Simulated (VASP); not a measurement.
# A VASP study of SrScIr2 (r2SCAN): structure first, properties next, part 2 of 2

What structure does SrScIr2 take at this level, and what are its properties? The cell is generated by rule, not measured, and may not be a known phase. Left out of this account: 1 further run (core levels: core levels are not valid at this level).

VASP 6.6.1, plane waves and PAW; the level of theory is named at each step.

Still holding for the runs below: This run has no spin polarisation. Its electron count is odd, so without a moment it is a metal by construction.

So far. Step 5 (Band structure (r2SCAN)): There is no gap at this level. Step 6 (Total and projected DOS (r2SCAN)): The finer mesh and the other smearing move the Fermi level by -0.07 eV from the 6×6×4 run, one measure of the sampling error in the zero of the bands above. Of the states within 0.3 eV of the Fermi level, the largest shares in the PAW spheres are Ir d 50 % and Sc d 17 %. The rest lies in smaller channels or between the spheres. The relaxed cell has a = 4.632, c = 5.256 Å (conventional setting).

### 7. Independent-particle dielectric function (r2SCAN)

LOPTICS sums transitions from filled to empty bands. NBANDS is raised for it.

INCAR

```
SYSTEM = SrScIr2
PREC = Accurate
ENCUT = 400
EDIFF = 1E-06
NELM = 100
ISMEAR = 0
SIGMA = 0.05
LREAL = .FALSE.
ALGO = Normal
METAGGA = R2SCAN
LASPH = .TRUE.
NBANDS = 51
LORBIT = 11
LWAVE = .FALSE.
LCHARG = .FALSE.
KPAR = 2
LOPTICS = .TRUE.
NEDOS = 1500
CSHIFT = 0.1
```

POSCAR

```
SrScIr2
1.0
    4.6319270953     -0.0000000003      0.0000000000
   -2.3159635533      4.0113665349      0.0000000000
    0.0000000000      0.0000000000      5.2559482474
Sr Sc Ir
1 1 2
Direct
    0.6666666700      0.3333333300      0.5000000000
    0.3333333300      0.6666666700      0.5000000000
    0.3333333300      0.6666666700      0.0000000000
    0.6666666700      0.3333333300      0.0000000000
```

KPOINTS

```
Automatic mesh
0
Gamma
8 8 6
0 0 0
```

PAW data sets: Sr_sv, Sc_sv and Ir (PBE family, release 64).

Run with:

```console
> mpirun -np 2 vasp_std
```

Wall time 2.2 min (2 MPI ranks of Intel Xeon 6975P-C (Granite Rapids), shared host); peak memory 0.71 GiB; 4.4 min of CPU time.

These are independent-particle spectra without excitons or local fields, and fine structure depends on the mesh and on CSHIFT. The intraband (Drude) part is not in this spectrum.

Numbers from this step:

```
SCF cycles              : 17
bands                   : 51
free energy (TOTEN)     : -126.2125 eV
energy at zero smearing : -126.2089 eV
Fermi energy            : 3.758 eV
pressure                : 0.05669 GPa
```

The imaginary dielectric function has structure finer than the step of the table below, so its rows give means over 1 eV, whole bins alone (the curve runs from 0 to 24.9 eV). Peaks (eV: height): xx 0.2: 46.5, 1.0: 27.8; zz 0.1: 35.6, 0.5: 18.8, 3.6: 21.4, 4.4: 36.7, 6.3: 10.8.

Table of imaginary dielectric function by photon energy; means over each step:

```
photon energy (eV)     xx     zz
                 1   25.4   11.2
                 2   13.8   11.4
                 3   10.5   15.4
                 4   7.81   22.3
                 5   4.82   12.7
                 6   3.15   7.74
                 7   2.39   3.49
                 8   1.66   4.17
                 9   1.39   1.82
                10   1.61   1.22
                11   1.23   1.04
                12   1.04  0.749
                13  0.819  0.493
                14  0.849  0.567
                15  0.870  0.615
                16  0.740  0.705
                17  0.808  0.642
                18  0.976  0.669
                19   1.76  0.745
                20   1.32  0.637
                21  0.976  0.725
                22   1.21  0.884
                23  0.797  0.902
                24  0.890  0.694
```

Table of real dielectric function by photon energy:

```
photon energy (eV)       xx       zz
               0.0     95.4     79.2
               0.5     25.0     20.8
               1.0     15.6     14.5
               1.5     2.48     17.0
               2.0    -1.80     14.0
               2.5     2.86     14.7
               3.0     1.42     12.2
               3.5   -0.518     10.1
               4.0    -1.78     9.16
               4.5    -1.61    -11.8
               5.0    -1.76    -7.96
               5.5    -1.77    -6.19
               6.0    -1.06    -2.44
               6.5    -1.06    -7.89
               7.0   -0.611    -4.03
               7.5   -0.459    -1.43
               8.0   -0.609    -2.95
               8.5  -0.0168    -3.83
               9.0    0.214    -2.90
               9.5    0.415    -2.11
              10.0    0.314    -1.46
              10.5    0.134    -1.33
              11.0    0.166    -1.36
              11.5    0.329   -0.893
              12.0    0.456   -0.769
              12.5    0.450   -0.606
              13.0    0.544   -0.343
              13.5    0.692   0.0206
              14.0    0.804  -0.0615
              14.5    0.758    0.164
              15.0    0.634    0.338
              15.5    0.872    0.424
              16.0    0.839    0.194
              16.5     1.02    0.388
              17.0     1.09    0.490
              17.5     1.14    0.449
              18.0     1.32    0.601
              18.5     1.41    0.546
              19.0     1.29    0.448
              19.5    0.371    0.443
              20.0    0.171    0.579
              20.5    0.370    0.648
              21.0    0.645    0.608
              21.5    0.759    0.653
              22.0   0.0533    0.920
              22.5    0.239    0.314
              23.0    0.300    0.723
              23.5    0.382  0.00282
              24.0    0.408    0.501
              24.5    0.166    0.587
```

### 8. Bands along the symmetry lines (r2SCAN + SOC)

This step: r2SCAN, spin-orbit coupling; plane waves and PAW (Sr_sv, Sc_sv, Ir); invented cell (VASP 6.6.1).

Levels along the symmetry lines show where the bands peak and cross; KPOINTS_OPT computes them in the converged potential. Spin-orbit coupling needs spinors and the noncollinear program, where each band holds one electron.

INCAR: that of step 7 with these lines changed.

```diff
@@ -11,3 +11,8 @@
 LASPH = .TRUE.
-NBANDS = 51
+LNONCOLLINEAR = .TRUE.
+MAGMOM = 0 0 0 0 0 0 0 0 0 0 0 0
+NBANDS = 50
+GGA_COMPAT = .FALSE.
+LSORBIT = .TRUE.
+LMAXMIX = 4
 LORBIT = 11
@@ -16,4 +21 @@
 KPAR = 2
-LOPTICS = .TRUE.
-NEDOS = 1500
-CSHIFT = 0.1
```

POSCAR is that of step 7.

KPOINTS

```
Automatic mesh
0
Gamma
5 5 4
0 0 0
```

KPOINTS_OPT

```
Line mode
16
Line-mode
Reciprocal
  0.00000000   0.00000000   0.00000000 GAMMA
  0.50000000   0.00000000   0.00000000 M

  0.50000000   0.00000000   0.00000000 M
  0.33333333   0.33333333   0.00000000 K

  0.33333333   0.33333333   0.00000000 K
  0.00000000   0.00000000   0.00000000 GAMMA

  0.00000000   0.00000000   0.00000000 GAMMA
  0.00000000   0.00000000   0.50000000 A

  0.00000000   0.00000000   0.50000000 A
  0.50000000   0.00000000   0.50000000 L

  0.50000000   0.00000000   0.50000000 L
  0.33333333   0.33333333   0.50000000 H

  0.33333333   0.33333333   0.50000000 H
  0.00000000   0.00000000   0.50000000 A

  0.50000000   0.00000000   0.50000000 L
  0.50000000   0.00000000   0.00000000 M

  0.33333333   0.33333333   0.00000000 K
  0.33333333   0.33333333   0.50000000 H
```

Run with:

```console
> mpirun -np 2 vasp_ncl
```

Wall time 19 min (2 MPI ranks); peak memory 0.89 GiB.

This step gave:

| Property | Result |
| --- | --- |
| SCF cycles | 19 |
| bands | 50 |
| irreducible k-points | 21 |
| free energy (TOTEN) | -127.0616 eV |
| energy at zero smearing | -127.0579 eV |
| Fermi energy | 3.769 eV |
| pressure | 0.5586 GPa |

On-site spin-orbit energy by atom:

```
atom  on-site spin-orbit energy (eV)
 Sr1                          -0.170
 Sc2                          -0.007
 Ir3                          -0.744
 Ir4                          -0.770
```

The electronic bands at the labelled points (eV, zero at the Fermi level; # counts the bands kept):

```
          point    #20    #21    #22    #23    #24   #25   #26   #27
              Γ  -1.18  -0.75  -0.75  -0.74  -0.74  1.59  1.59  1.61
0.47 of the way  -0.91  -0.66  -0.66   0.08   0.08  0.68  0.68  1.19
              M  -0.44   0.07   0.07   0.36   0.36  0.78  0.78  1.18
0.47 of the way  -0.33  -0.13  -0.12   0.23   0.27  1.03  1.07  1.32
              K  -0.24  -0.12   0.00   0.18   0.33  1.05  1.06  1.21
0.53 of the way  -0.77  -0.58  -0.57   0.31   0.32  0.42  0.43  1.24
              Γ  -1.18  -0.75  -0.75  -0.74  -0.74  1.59  1.59  1.61
0.53 of the way  -1.37  -0.96  -0.96  -0.61  -0.59  1.12  1.12  1.49
              A  -0.94  -0.49  -0.49  -0.15  -0.15  0.46  0.46  0.93
0.53 of the way  -0.63  -0.22  -0.22   0.01   0.01  0.39  0.39  0.70
              L  -0.39  -0.17  -0.17  -0.03  -0.03  0.32  0.32  0.72
0.47 of the way  -0.48  -0.22  -0.20  -0.01   0.08  0.19  0.27  0.97
              H  -0.48  -0.27  -0.16  -0.06   0.11  0.16  0.19  1.14
0.47 of the way  -0.48  -0.24  -0.08  -0.02  -0.01  0.23  0.27  0.58
              A  -0.94  -0.49  -0.49  -0.15  -0.15  0.46  0.46  0.93
      jump to L  -0.39  -0.17  -0.17  -0.03  -0.03  0.32  0.32  0.72
0.53 of the way  -0.31  -0.12  -0.10   0.31   0.34  0.71  0.73  0.97
              M  -0.44   0.07   0.07   0.36   0.36  0.78  0.78  1.18
      jump to K  -0.24  -0.12   0.00   0.18   0.33  1.05  1.06  1.21
0.53 of the way  -0.23  -0.14  -0.10   0.07   0.10  0.10  0.25  1.17
              H  -0.48  -0.27  -0.16  -0.06   0.11  0.16  0.19  1.14
```

Of the projections kept (Sr, Sc, Ir), the largest for each band there; the rest of the weight can lie on other orbitals:

```
point      #20      #21      #22      #23      #24      #25      #26      #27
    Γ  Ir 0.90  Sc 0.61  Sc 0.61  Ir 0.91  Ir 0.91  Sc 0.67  Sc 0.67  Sc 0.89
    M  Ir 0.93  Sc 0.51  Sc 0.51  Ir 0.88  Ir 0.88  Sc 0.78  Sc 0.78  Ir 0.57
    K  Ir 0.93  Ir 0.94  Ir 0.95  Ir 0.96  Ir 0.95  Ir 0.45  Ir 0.43  Sc 0.91
    Γ  Ir 0.90  Sc 0.61  Sc 0.61  Ir 0.91  Ir 0.91  Sc 0.67  Sc 0.67  Sc 0.89
    A  Ir 0.95  Ir 0.93  Ir 0.93  Ir 0.91  Ir 0.91  Sc 0.71  Sc 0.71  Sc 0.76
    L  Sc 0.65  Sc 0.56  Sc 0.56  Ir 0.93  Ir 0.93  Ir 0.97  Ir 0.97  Sc 0.83
```

At these settings, which differ from those of the relaxation, the cell is under a pressure of 0.6 GPa.

### 9. Summary of results

```yaml
relaxed_volume: 24.41 Å³/atom
relaxed_conventional_cell_a_b_c: 4.632, 4.632, 5.256 Å; angles 90.0, 90.0, 120.0°
space_group_after_relaxing_within_0p02_a: P-6m2 (No. 187)
band_gap: none, a metal
dos_at_the_fermi_level: 5.90 states/eV/cell
band_gap_r2scan_soc: none, a metal
```

**Reading.** With r2SCAN, SrScIr2 relaxes to 24.41 Å³/atom in space group P-6m2 (held by the symmetry of the run) and comes out as a metal. Band structure (r2SCAN): Of the bands kept, 2 cross the Fermi level on this path. Bands along the symmetry lines (r2SCAN + SOC): Of the bands kept, 4 cross the Fermi level on this path (spinor bands, one electron each). The k-sampling is coarse for a metal, so the Fermi level, pressures and the shape of the cell carry errors. With an odd electron count and no spin the cell is a metal by construction. No search among competing phases was made. All values are for a static lattice at zero temperature.

[Lines on the potential files, build, host, timing and source positions are cut from VASP's logs without a mark.]

[Logs are printed without paths, hosts, clocks, repeated set-up lines and the standing remarks that a program may print on its own settings, such as how far it seeks lower states.]

[Hosts, paths, dates, database ids (printed as entryN), source tags and the programs' standing remarks are cut or masked in the printed files.]

[A measured line is paired with the nearest computed mode of its activity, which favours agreement.]
